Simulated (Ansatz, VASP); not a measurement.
# Ba2CeSnO6: VASP beside Ansatz

Aim: how closely do two programs agree when they are given the same cell, functional and k mesh? The cell is taken from a series of runs on this material, whose earlier steps may have relaxed, scaled, displaced or heated it; both programs get it as it stands.

Program: Ansatz 0.2.0. Level of theory: plane waves, with VASP 6.6.1 beside it; PBE0 form with 30 % exact exchange with an exact-exchange share of 0.3. Results are calculated unless marked as measured.

In doubt: one-shot GW on d or f shells is unsure (step 3), so the values of those runs are not to be relied on.

## 1. The starting structure

The structure is cubic, space group Fm-3m (No. 225). Conventional cell: a = 8.659 Å, b = 8.659 Å, c = 8.659 Å, α = 90.00°, β = 90.00°, γ = 90.00°. Nearest to Ba lie 12 O at 3.06 Å. Ce has 6 O at 2.23 Å nearest. Nearest to Sn lie 6 O at 2.10 Å. Nearest to O lie 1 Sn at 2.10 Å and 1 Ce at 2.23 Å and 4 Ba at 3.06 Å. Farther neighbours and most contacts between anions are not listed.

As a file:

```xyz
10
Lattice="0.0000 4.3295 4.3295 4.3295 0.0000 4.3295 4.3295 4.3295 0.0000" Properties=species:S:1:pos:R:3 pbc="T T T"
Ba    2.1647    2.1647    2.1647
Ba    6.4942    6.4942    6.4942
Ce    0.0000    0.0000    0.0000
Sn    4.3295    4.3295    4.3295
O     2.2329    4.3295    4.3295
O     6.4260    4.3295    4.3295
O     4.3295    2.2329    4.3295
O     4.3295    6.4260    4.3295
O     4.3295    4.3295    2.2329
O     4.3295    4.3295    6.4260
```

## 2. VASP: G0W0 gap, PBE0 form with 30 % exact exchange with an exact-exchange share of 0.3

Quasiparticle shifts depend on high empty states and on the cores, so they are the hardest test of two PAW sets.

Lines of VASP's logs that name or quote its potential files are left out, and so is its time.

The run reads the wave functions of an earlier VASP run, which isn't shown here.

Contents of INCAR:

```
SYSTEM = Ba2CeSnO6
PREC = Accurate
ENCUT = 440
ISMEAR = 0
SIGMA = 0.01
LREAL = .FALSE.
LHFCALC = .TRUE.
AEXX = 0.3
GGA = PE
LASPH = .TRUE.
NBANDS = 718
PRECFOCK = Fast
ALGO = EVGW0
NELMGW = 1
ENCUTGW = 150
NOMEGA = 64
NBANDSGW = 49
LWAVE = .FALSE.
LCHARG = .FALSE.
```

Contents of POSCAR:

```
Ba2CeSnO6
1.0
    0.0000000000      4.3294890400      4.3294890400
    4.3294890400      0.0000000000      4.3294890400
    4.3294890400      4.3294890400      0.0000000000
Ba Ce Sn O
2 1 1 6
Direct
    0.2500000000      0.2500000000      0.2500000000
    0.7500000000      0.7500000000      0.7500000000
    0.0000000000      0.0000000000      0.0000000000
    0.5000000000      0.5000000000      0.5000000000
    0.7421251800      0.2578748200      0.2578748200
    0.2578748200      0.7421251800      0.7421251800
    0.2578748200      0.7421251800      0.2578748200
    0.7421251800      0.2578748200      0.7421251800
    0.2578748200      0.2578748200      0.7421251800
    0.7421251800      0.7421251800      0.2578748200
```

Contents of KPOINTS:

```
Automatic mesh
0
Gamma
2 2 2
0 0 0
```

PAW data sets: Ba_sv_GW, Ce_GW, Sn_d_GW and O_GW (PBE family, release 64).

Started as:

```
$ export OMP_NUM_THREADS=4
$ mpirun -np 1 vasp_std
```

Numbers of over 12 decimals in the logs are rounded to 6 here.

The log of the run:

```text
[banner, memory and clock lines left out]
running    1 mpi-ranks, on    1 nodes
 distrk:  each k-point on    1 cores,    1 groups
 distr:  one band on    1 cores,    1 groups
 Offloading initialized ...    1 GPUs detected
 POSCAR found type information on POSCAR BaCeSnO
 POSCAR found :  4 types and      10 ions
|                                                                             |
|           W    W    AA    RRRRR   N    N  II  N    N   GGGG   !!!           |
|           W    W   A  A   R    R  NN   N  II  NN   N  G    G  !!!           |
|           W    W  A    A  R    R  N N  N  II  N N  N  G       !!!           |
|           W WW W  AAAAAA  RRRRR   N  N N  II  N  N N  G  GGG   !            |
|           WW  WW  A    A  R   R   N   NN  II  N   NN  G    G                |
|           W    W  A    A  R    R  N    N  II  N    N   GGGG   !!!           |
|                                                                             |
|     The default for ENCUTGWSOFT is different in this version of VASP.       |
|     please manually set ENCUTGWSOFT =150 in the INCAR file.                 |
|                                                                             |

 LDA part: xc-table for (Slater+PW92), standard interpolation
 found WAVECAR, reading the header
 POSCAR, INCAR and KPOINTS ok, starting setup
 FFT: planning ... GRIDC
 FFT: planning ... GRID_SOFT
 FFT: planning ... GRID
 reading WAVECAR
 the WAVECAR file was read successfully
 initial charge from wavefunction
 available memory per node:   1572.47 GB, setting MAXMEM to   1610210

 The Fermi energy was updated, please check that it is located mid-gap
 values below the HOMO (VB) or above the LUMO (CB) will cause erroneous energies
 E-fermi :   5.2212

 calculate exact exchange contribution
 the WAVEDER file was read successfully
energies w=
    0.000    0.000    0.918    0.000    1.835    0.000    2.747    0.000
    3.654    0.000    4.553    0.000    5.443    0.000    6.323    0.000
    7.192    0.000    8.049    0.000    8.895    0.000    9.730    0.000
   10.552    0.000   11.365    0.000   12.166    0.000   12.959    0.000
   13.743    0.000   14.520    0.000   15.291    0.000   16.057    0.000
   16.820    0.000   17.582    0.000   18.343    0.000   19.106    0.000
   19.873    0.000   20.645    0.000   21.425    0.000   22.214    0.000
   23.015    0.000   23.831    0.000   24.663    0.000   25.516    0.000
   26.392    0.000   27.295    0.000   28.229    0.000   29.198    0.000
   30.207    0.000   31.261    0.000   32.367    0.000   33.533    0.000
   34.766    0.000   36.076    0.000   37.474    0.000   38.974    0.000
   40.590    0.000   42.343    0.000   44.252    0.000   46.347    0.000
   48.659    0.000   51.230    0.000   54.111    0.000   57.367    0.000
   61.081    0.000   65.362    0.000   70.356    0.000   76.260    0.000
   83.352    0.000   92.029    0.000  102.889    0.000  116.864    0.000
  135.501    0.000  161.562    0.000  200.519    0.000  264.952    0.000
 responsefunction array rank=     700
 LDA part: xc-table for (Slater+PW92), standard interpolation

 min. memory requirement per mpi rank   1501.1 MB, per node   1501.1 MB

 allocating  64 responsefunctions rank=   700
 shmem allocating  64 responsefunctions rank=   700
 response function shared by NCSHMEM nodes    1
 Doing            64  frequencies on each core in blocks of            64
NQ=   1    0.0000    0.0000    0.0000,
|.........|.........|.........|.........|.........|.........|.........|.........
 performed        655000 updates of chi_q(r,r)
 total number of BLAS operations       2180.65 Gflops
NQ=   2    0.5000    0.0000    0.0000,
|.........|.........|.........|.........|.........|.........|.........|.........
 performed       1662000 updates of chi_q(r,r)
 total number of BLAS operations       6128.18 Gflops
NQ=   3    0.5000    0.5000    0.0000,
|.........|.........|.........|.........|.........|.........|.........|.........
 performed       2598000 updates of chi_q(r,r)
 total number of BLAS operations       9716.45 Gflops
 resolving degeneracies of screened two electron integrals

 calculate QP shifts <psi_nk| G(iteration)W_0 |psi_nk>: iteration 1
 entering main loop
```

From OUTCAR (step 2):

```text
ion  position               nearest neighbor table
   1  0.250  0.250  0.250-
   2  0.750  0.750  0.750-
   3  0.000  0.000  0.000-   5 2.23   6 2.23   7 2.23   8 2.23   9 2.23  10 2.23
   4  0.500  0.500  0.500-   5 2.10   6 2.10   7 2.10   8 2.10   9 2.10  10 2.10
   5  0.742  0.258  0.258-   4 2.10   3 2.23
   6  0.258  0.742  0.742-   4 2.10   3 2.23
   7  0.258  0.742  0.258-   4 2.10   3 2.23
   8  0.742  0.258  0.742-   4 2.10   3 2.23
   9  0.258  0.258  0.742-   4 2.10   3 2.23
  10  0.742  0.742  0.258-   4 2.10   3 2.23

  LATTYP: Found a face centered cubic cell.
 ALAT       =     8.6589780800

 Subroutine GETGRP returns: Found 48 space group operations
 (whereof 48 operations were pure point group operations)

The static configuration has the point symmetry O_h .

 Found      3 irreducible k-points:

   k-points           NKPTS =      3   k-points in BZ     NKDIM =      8   number of bands    NBANDS=    718

   dimension x,y,z NGX =    42 NGY =   42 NGZ =   42
   dimension x,y,z NGXF=    84 NGYF=   84 NGZF=   84

   ENCUT  =  440.0 eV  32.34 Ry    5.69 a.u.  10.47 10.47 10.47*2*pi/ulx,y,z

   NELECT =      82.0000    total number of electrons

  energy-cutoff  :      440.00
  volume of cell :      162.31
      direct lattice vectors                 reciprocal lattice vectors
     0.000000000  4.329489040  4.329489040    -0.115487069  0.115487069  0.115487069
     4.329489040  0.000000000  4.329489040     0.115487069 -0.115487069  0.115487069
     4.329489040  4.329489040  0.000000000     0.115487069  0.115487069 -0.115487069

 k-points in reciprocal lattice and weights: Automatic mesh
   0.00000000  0.00000000  0.00000000       0.125
   0.50000000  0.00000000  0.00000000       0.500
   0.50000000  0.50000000  0.00000000       0.375

 E-fermi :   5.2212

 QP shifts <psi_nk| G(iteration)W_0 |psi_nk>: iteration 1
 for sc-GW calculations column KS-energies equals QP-energies in previous step
 and V_xc(KS)=  KS-energies - (<T + V_ion + V_H > + <T+V_H+V_ion>^1  + <V_x>^1)
 k-point   1 :       0.0000    0.0000    0.0000
  band No.  KS-energies  QP-energies   sigma(KS)   V_xc(KS)     V^pw_x(r,r')   Z            occupation Imag(sigma)
    ...
     38       1.7154       2.2731     -19.8145     -20.5271     -23.5532       0.7826       2.0000       0.1074
     39       2.4705       2.9841     -20.5159     -21.1700     -24.6203       0.7852       2.0000       0.1089
     40       2.4705       2.9841     -20.5159     -21.1700     -24.6203       0.7852       2.0000       0.1089
     41       2.4705       2.9841     -20.5159     -21.1700     -24.6203       0.7852       2.0000       0.1089
     42       8.0317       9.1249     -11.5461     -13.1894      -2.2921       0.6652       0.0000      -0.2804
     43       8.2382       9.3879     -11.9495     -13.6589      -2.9681       0.6726       0.0000      -0.2759
     44       8.2382       9.3879     -11.9495     -13.6589      -2.9681       0.6726       0.0000      -0.2759
     45       8.2382       9.3879     -11.9495     -13.6589      -2.9681       0.6726       0.0000      -0.2759
    ...

 k-point   2 :       0.5000    0.0000    0.0000
  band No.  KS-energies  QP-energies   sigma(KS)   V_xc(KS)     V^pw_x(r,r')   Z            occupation Imag(sigma)
    ...
     38       1.8702       2.3657     -19.7213     -20.3534     -23.6590       0.7837       2.0000       0.1108
     39       1.8969       2.3633     -19.9712     -20.5659     -24.1104       0.7843       2.0000       0.1138
     40       2.3252       2.9277     -20.3586     -21.1158     -23.7729       0.7957       2.0000       0.0934
     41       2.3252       2.9277     -20.3586     -21.1158     -23.7729       0.7957       2.0000       0.0934
     42       7.9718       9.1808     -12.0906     -13.8243      -4.0398       0.6973       0.0000      -0.2317
     43       8.0254       9.1326     -11.5332     -13.1668      -2.3240       0.6778       0.0000      -0.2785
     44       8.1951       9.3483     -11.8202     -13.5254      -2.8462       0.6763       0.0000      -0.2729
     45       8.1951       9.3483     -11.8202     -13.5254      -2.8462       0.6763       0.0000      -0.2729
    ...

 k-point   3 :       0.5000    0.5000    0.0000
  band No.  KS-energies  QP-energies   sigma(KS)   V_xc(KS)     V^pw_x(r,r')   Z            occupation Imag(sigma)
    ...
     38       1.6671       2.1360     -19.5457     -20.1385     -23.2682       0.7910       2.0000       0.1059
     39       1.8391       2.3386     -19.8216     -20.4547     -23.5958       0.7889       2.0000       0.1056
     40       1.8391       2.3386     -19.8216     -20.4547     -23.5958       0.7889       2.0000       0.1056
     41       2.4315       2.9348     -20.4168     -21.0584     -24.4938       0.7846       2.0000       0.1084
     42       8.0267       9.1198     -11.5336     -13.1675      -2.3216       0.6691       0.0000      -0.2786
     43       8.1690       9.3423     -11.8310     -13.5442      -2.9431       0.6848       0.0000      -0.2687
     44       8.1690       9.3423     -11.8310     -13.5442      -2.9431       0.6848       0.0000      -0.2687
     45       8.2186       9.4030     -11.9837     -13.7033      -3.6000       0.6888       0.0000      -0.2532
    ...
```

This run has no spin polarisation, so a moment on Ce, if there is one, isn't seen.

[end of part 1 of 2]

[Lines on the potential files, build, host, timing and source positions are cut from VASP's logs without a mark.]

[Logs are printed without paths, hosts, clocks, repeated set-up lines and the standing remarks that a program may print on its own settings, such as how far it seeks lower states.]

[Hosts, paths, dates, database ids (printed as entryN), source tags and the programs' standing remarks are cut or masked in the printed files.]
